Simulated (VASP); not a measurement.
**MnN (relaxed from the NiAs type structure, space group P6_3/mmc): computed properties**

All values below come from PBEsol GGA, VASP's PBE PAW potentials (set 64) (plane waves; VASP).

```yaml
space_group: P6_3/mmc (194)
cell: a = b = 2.6741 Å, c = 4.9527 Å, α = β = 90.00°, γ = 120.00°
volume_per_atom: 7.67 Å³/atom
band gap (over mesh and band path): none (metal, semimetal or under 0.01 eV)
cell_moment: 1.04 μB
density: 7.47 g/cm³
```

```xyz
4
Lattice="2.6741 0.0000 0.0000 -1.3371 2.3159 0.0000 0.0000 0.0000 4.9527" Properties=species:S:1:pos:R:3 pbc="T T T"
Mn     0.0000     0.0000     0.0000
Mn     0.0000     0.0000     2.4764
N      0.0000     1.5439     1.2382
N      1.3371     0.7720     3.7145
```
Starting moments (μB, in the order of the record's atoms Mn Mn N N): 0.5 0.5 0.0 0.0.

The moments were started parallel, and other spin orders were not tried in this run.

The structure was generated: MnN was put into the NiAs type type (P6_3/mmc), which need not be its known phase. It was relaxed first, which changed the volume by -32 %. Symmetry was kept, so distortions that lower it aren't found.
